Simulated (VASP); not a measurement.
A convergence study with VASP on CuAu (space group no. 123 when undisturbed): one setting is varied, all else stays as given below, so the limit is that of these other settings. One atom is moved off its site, so that forces are finite.

```
CELL_PARAMETERS angstrom
      2.81400     0.00000     0.00000
      0.00000     2.81400     0.00000
      0.00000     0.00000     3.68835
ATOMIC_POSITIONS crystal
  Cu 0.00000 0.00000 0.01356
  Au 0.50000 0.50000 0.50000
```

Level of theory: PBEsol GGA, VASP's PBE PAW potentials (set 64) (plane waves; VASP). The tightest run used: 300 eV cut-off, 18×18×14 Γ-centred mesh, Fermi-Dirac smearing of 0.10 eV, potentials Cu Au.

Q: The settings run are 2×2×2 mesh; 3×3×2 mesh; 3×3×3 mesh; 4×4×3 mesh; 5×5×4 mesh; 6×6×4 mesh; 6×6×5 mesh; 7×7×5 mesh; 7×7×6 mesh; 8×8×6 mesh; 9×9×7 mesh; 10×10×8 mesh; 11×11×9 mesh; 12×12×10 mesh; 14×14×11 mesh; 15×15×12 mesh; 17×17×13 mesh; 18×18×14 mesh. From which on does the stress (every component) stay within 0.5 GPa of the tightest run?

A: From 9×9×7 mesh on: it is off by 0.39 there and by no more than 0.5 in any finer run, while 8×8×6 mesh is off by 0.69.
```tsv
setting	E (eV/atom)	pressure (GPa)	largest force (eV/Å)	irreducible k-points	difference judged (GPa)
2×2×2 mesh	-3.1579	2.91	0.345	6	9.84
3×3×2 mesh	-4.3754	-7.66	0.301	6	3.54
3×3×3 mesh	-4.3100	-5.31	0.321	6	0.67
4×4×3 mesh	-4.0746	-4.68	0.318	12	2.70
5×5×4 mesh	-4.2234	-5.90	0.305	18	0.55
6×6×4 mesh	-4.1511	-5.05	0.307	30	1.22
6×6×5 mesh	-4.1537	-5.25	0.311	30	0.21
7×7×5 mesh	-4.1891	-5.62	0.312	30	0.37
7×7×6 mesh	-4.1893	-5.42	0.307	40	0.58
8×8×6 mesh	-4.1667	-5.08	0.312	60	0.69
9×9×7 mesh	-4.1810	-5.55	0.314	60	0.39
10×10×8 mesh	-4.1713	-5.30	0.314	105	0.27
11×11×9 mesh	-4.1752	-5.48	0.315	105	0.33
12×12×10 mesh	-4.1732	-5.36	0.312	168	0.36
14×14×11 mesh	-4.1738	-5.34	0.312	216	0.21
15×15×12 mesh	-4.1733	-5.41	0.313	252	0.14
17×17×13 mesh	-4.1727	-5.37	0.313	315	0.06
18×18×14 mesh	-4.1738	-5.36	0.313	440	0.00
```

Left out are rungs that failed or repeat a setting and relaxations that didn't move; long series are thinned to 24 rows.

The structure is a typed CuAu crystal (space group no. 123). The cell was not relaxed at this level, it is distorted from the ideal structure.
